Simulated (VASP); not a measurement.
Method: PBEsol GGA, VASP's PBE PAW potentials (set 64) (plane waves; VASP).

Input for VASP

File POSCAR:
```
Se
1
    2.0216429672    -3.5015883226     0.0000000000
    2.0216429672     3.5015883226    -0.0000000000
    0.0000000000     0.0000000000     5.1265898404
Se
3
Direct
  0.0000000000   0.2483172001   0.6666670000
  0.7516827999   0.7516827999   0.0000000000
  0.2483172001   0.0000000000   0.3333330000
```

KPOINTS:
```
Automatic mesh
0
Gamma
7 7 5
0 0 0
```

### INCAR
```
# general
SYSTEM   =  Se
PREC     =  Accurate
ENCUT    =  400   # plane-wave cut-off (eV)
LREAL    =  F   # projection in real space or not
LASPH    =  T   # aspherical one-centre terms

# electronic loop
EDIFF    =  1E-7   # SCF stop (eV)
NELM     =  100   # most electronic steps
ALGO     =  Normal   # blocked Davidson
LMAXMIX  =  4

# smearing
ISMEAR   =  -5   # tetrahedra, Bloechl

# functional
GGA      =  PS

# ions
ISIF     =  2   # forces and stress, cell fixed

# output
LWAVE    =  F
LCHARG   =  T
LORBIT   =  11   # lm-projected
NEDOS    =  601
```

POTCAR, in this order: Se (PBE.64 set). Program: vasp_std.

Without a dispersion term in the relaxation, distances and binding between the weakly bound layers, chains or molecules are unreliable, and so is what depends on them.

Q: Estimate the energy per atom (σ→0).

A: 
| Property | Result |
|---|---|
| energy per atom (σ→0) | -3853 meV/atom |

### OSZICAR
```
...
DAV:   7    -0.115604120413E+02    0.19267E-01   -0.63460E-02   897   0.180E+00    0.182E-01
DAV:   8    -0.115595649654E+02    0.84708E-03   -0.98204E-03   842   0.699E-01    0.100E-01
DAV:   9    -0.115596104724E+02   -0.45507E-04   -0.25657E-04  1032   0.128E-01    0.296E-02
DAV:  10    -0.115596089096E+02    0.15628E-05   -0.30260E-05   947   0.421E-02    0.630E-03
DAV:  11    -0.115596091585E+02   -0.24889E-06   -0.65178E-06   972   0.169E-02    0.442E-03
DAV:  12    -0.115596088642E+02    0.29435E-06   -0.11589E-06   867   0.761E-03    0.120E-03
DAV:  13    -0.115596087645E+02    0.99630E-07   -0.14633E-07   531   0.251E-03
   1 F= -.11559609E+02 E0= -.11559609E+02  d E =0.000000E+00
```

The compound is Se in the trig structure. It was relaxed first, which changed the volume by -11 %.
